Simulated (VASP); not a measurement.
Level of theory: LDA (Ceperley-Alder, Perdew-Zunger), VASP's LDA PAW potentials (set 64) (plane waves; VASP 6.6.1).

VASP ran on this input.

INCAR:
```
! general
SYSTEM  = PtSe2
PREC    = Accurate
ENCUT   = 520
LREAL   = .FALSE.
LASPH   = .TRUE.

! electronic loop
EDIFF   = 1E-7
NELM    = 100
ALGO    = Normal
LMAXMIX = 6

! smearing
ISMEAR  = 1
SIGMA   = 0.1

! ions
IBRION  = 2
NSW     = 30
ISIF    = 4
EDIFFG  = -0.01

! output
LWAVE   = .FALSE.
LCHARG  = .FALSE.
```

File KPOINTS:
```
Automatic
0
gamma
9 9 7
```

### POSCAR
```
PtSe2
1
    1.9077028878    -3.3042385782     0.0000000000
    1.9077028878     3.3042385782     0.0000000000
    0.0000000000     0.0000000000     4.8621758354
Pt Se
1 2
Direct
  0.0000000000   0.0000000000   0.0000000000
  0.3333330000   0.6666670000   0.2652078889
  0.6666670000   0.3333330000   0.7347921111
```

POTCAR, in this order: Pt Se (LDA.64 set). Program: vasp_std.

The run wrote:

File OSZICAR:
```
       N       E                     dE             d eps       ncg     rms          rms(c)
DAV:   1     0.112352382595E+03    0.11235E+03   -0.10248E+04  2102   0.129E+03
DAV:   2    -0.128500225590E+02   -0.12520E+03   -0.12246E+03  2644   0.237E+02
DAV:   3    -0.177609606897E+02   -0.49109E+01   -0.48672E+01  2574   0.494E+01
DAV:   4    -0.178010280887E+02   -0.40067E-01   -0.40062E-01  2441   0.483E+00
DAV:   5    -0.178014366323E+02   -0.40854E-03   -0.40854E-03  2609   0.470E-01    0.118E+01
DAV:   6    -0.172798031144E+02    0.52163E+00   -0.51779E+00  2119   0.218E+01    0.747E+00
DAV:   7    -0.170417075475E+02    0.23810E+00   -0.10026E+00  2126   0.108E+01    0.351E+00
DAV:   8    -0.170150288948E+02    0.26679E-01   -0.86784E-02  2210   0.200E+00    0.849E-01
DAV:   9    -0.170106748807E+02    0.43540E-02   -0.10046E-02  2343   0.103E+00    0.228E-01
DAV:  10    -0.170106067549E+02    0.68126E-04   -0.16571E-03  2315   0.274E-01    0.327E-02
DAV:  11    -0.170106058238E+02    0.93115E-06   -0.36058E-05  2546   0.532E-02    0.227E-02
DAV:  12    -0.170106055420E+02    0.28174E-06   -0.23973E-06  2406   0.114E-02    0.584E-03
DAV:  13    -0.170106055481E+02   -0.60659E-08   -0.43291E-07  2385   0.403E-03
   1 F= -.17010606E+02 E0= -.17010605E+02  d E =-.170106E+02
       N       E                     dE             d eps       ncg     rms          rms(c)
DAV:   1    -0.170427280314E+02   -0.32122E-01   -0.23445E+00  2070   0.975E+00    0.802E-01
DAV:   2    -0.170446350387E+02   -0.19070E-02   -0.90062E-02  2455   0.203E+00    0.359E-01
DAV:   3    -0.170429420606E+02    0.16930E-02   -0.31731E-03  2479   0.445E-01    0.166E-01
DAV:   4    -0.170427254355E+02    0.21663E-03   -0.99531E-04  2402   0.225E-01    0.459E-02
DAV:   5    -0.170427123933E+02    0.13042E-04   -0.10956E-04  2189   0.970E-02    0.302E-02
DAV:   6    -0.170427093549E+02    0.30384E-05   -0.16757E-05  2511   0.307E-02    0.752E-03
DAV:   7    -0.170427093322E+02    0.22711E-07   -0.11665E-06  2224   0.846E-03    0.232E-03
DAV:   8    -0.170427093406E+02   -0.84228E-08   -0.29519E-08  1175   0.151E-03
   2 F= -.17042709E+02 E0= -.17042790E+02  d E =-.321038E-01
       N       E                     dE             d eps       ncg     rms          rms(c)
DAV:   1    -0.170588782909E+02   -0.16169E-01   -0.34137E+00  2070   0.117E+01    0.101E+00
DAV:   2    -0.170613561609E+02   -0.24779E-02   -0.13031E-01  2399   0.247E+00    0.445E-01
DAV:   3    -0.170589020728E+02    0.24541E-02   -0.47517E-03  2522   0.554E-01    0.212E-01
DAV:   4    -0.170585588710E+02    0.34320E-03   -0.16327E-03  2395   0.292E-01    0.583E-02
DAV:   5    -0.170585364188E+02    0.22452E-04   -0.18587E-04  2168   0.129E-01    0.366E-02
DAV:   6    -0.170585317756E+02    0.46431E-05   -0.26361E-05  2539   0.371E-02    0.916E-03
DAV:   7    -0.170585317629E+02    0.12750E-07   -0.20139E-06  2252   0.105E-02    0.296E-03
DAV:   8    -0.170585317757E+02   -0.12809E-07   -0.47426E-08  1161   0.198E-03
   3 F= -.17058532E+02 E0= -.17058528E+02  d E =-.479262E-01
       N       E                     dE             d eps       ncg     rms          rms(c)
DAV:   1    -0.170587329294E+02   -0.20117E-03   -0.51413E-02  2070   0.143E+00    0.123E-01
DAV:   2    -0.170587566334E+02   -0.23704E-04   -0.19674E-03  2378   0.303E-01    0.547E-02
DAV:   3    -0.170587189408E+02    0.37693E-04   -0.79703E-05  2516   0.715E-02    0.261E-02
DAV:   4    -0.170587141265E+02    0.48142E-05   -0.24941E-05  2405   0.362E-02    0.744E-03
DAV:   5    -0.170587137597E+02    0.36684E-06   -0.28114E-06  2182   0.159E-02    0.474E-03
DAV:   6    -0.170587136861E+02    0.73581E-07   -0.41247E-07  2301   0.465E-03
   4 F= -.17058714E+02 E0= -.17058723E+02  d E =-.481081E-01
       N       E                     dE             d eps       ncg     rms          rms(c)
DAV:   1    -0.170654100583E+02   -0.66963E-02   -0.26386E-01  2098   0.369E+00    0.354E-01
DAV:   2    -0.170615351465E+02    0.38749E-02   -0.12055E-02  2224   0.920E-01    0.191E-01
DAV:   3    -0.170607557532E+02    0.77939E-03   -0.21792E-03  2357   0.444E-01    0.915E-02
DAV:   4    -0.170605299374E+02    0.22582E-03   -0.71275E-04  2266   0.202E-01    0.403E-02
DAV:   5    -0.170605212718E+02    0.86656E-05   -0.61119E-05  2406   0.555E-02    0.138E-02
DAV:   6    -0.170605211110E+02    0.16083E-06   -0.44951E-06  2539   0.173E-02    0.646E-03
DAV:   7    -0.170605210397E+02    0.71281E-07   -0.46581E-07  2362   0.683E-03
   5 F= -.17060521E+02 E0= -.17060579E+02  d E =-.180735E-02
       N       E                     dE             d eps       ncg     rms          rms(c)
DAV:   1    -0.170633227466E+02   -0.28016E-02   -0.13166E-01  2105   0.261E+00    0.249E-01
DAV:   2    -0.170613961575E+02    0.19266E-02   -0.60080E-03  2231   0.649E-01    0.135E-01
DAV:   3    -0.170610090798E+02    0.38708E-03   -0.10821E-03  2350   0.313E-01    0.647E-02
DAV:   4    -0.170608970107E+02    0.11207E-03   -0.35251E-04  2266   0.142E-01    0.285E-02
DAV:   5    -0.170608926675E+02    0.43433E-05   -0.30678E-05  2406   0.392E-02    0.967E-03
DAV:   6    -0.170608925870E+02    0.80432E-07   -0.22357E-06  2532   0.123E-02    0.460E-03
DAV:   7    -0.170608925505E+02    0.36568E-07   -0.22478E-07  1571   0.483E-03
   6 F= -.17060893E+02 E0= -.17060973E+02  d E =-.217886E-02
```

### OUTCAR
```
------------------------ aborting loop because EDIFF is reached ----------------------------------------
  FORCE on cell =-STRESS in cart. coord.  units (eV):
  Direction    XX          YY          ZZ          XY          YZ          ZX
  --------------------------------------------------------------------------------------
  Total       -0.9630036     -0.9630037     -0.9611081      0.0000000     -0.0000000      0.0000000
  in kB      -25.1707234    -25.1707260    -25.1211803      0.0000000     -0.0000000      0.0000000
  external PRESSURE =     -25.1542099 kB  Pullay stress =       0.0000000 kB
  volume of cell :       61.30
      direct lattice vectors                 reciprocal lattice vectors
     1.878142320 -3.253038095 -0.000000000     0.266220507 -0.153702473  0.000000000
     1.878142320  3.253038095  0.000000000     0.266220507  0.153702473  0.000000000
    -0.000000000 -0.000000000  5.016434514     0.000000000 -0.000000000  0.199344773
 POSITION                                       TOTAL-FORCE (eV/Angst)
 -----------------------------------------------------------------------------------
      3.75628      0.00000     -0.00000        -0.000000     -0.000000      0.000000
      1.87814      1.08435      1.26697        -0.000000      0.000000     -0.005106
      1.87814     -1.08435      3.74946         0.000000     -0.000000      0.005106
 -----------------------------------------------------------------------------------
    total drift:                                0.000000      0.000000     -0.000000
  FREE ENERGIE OF THE ION-ELECTRON SYSTEM (eV)
  ---------------------------------------------------
  free  energy   TOTEN  =       -17.0608925505 eV

  energy  without entropy=      -17.0611337656  energy(sigma->0) =      -17.06097296

 reached required accuracy - stopping structural energy minimisation
```
(Selected blocks of OUTCAR.)

CONTCAR:
```
PtSe2
   1.00000000000000
     1.8781423203978251   -3.2530380945801229   -0.0000000000000000
     1.8781423203978251    3.2530380945801229    0.0000000000000000
    -0.0000000000000000   -0.0000000000000000    5.0164345143800402
  Pt              Se
     1     2
Direct
     1.0000000000000000    1.0000000000000000    0.0000000000000000
     0.3333330000000032    0.6666669999999968    0.2525646698405541
     0.6666669999999968    0.3333330000000032    0.7474353301594459
```

The compound is PtSe2 in the 1T layered structure. This cell is one point of a volume scan, at 1.06 of the reference volume. Symmetry was kept, so distortions that lower it aren't found.
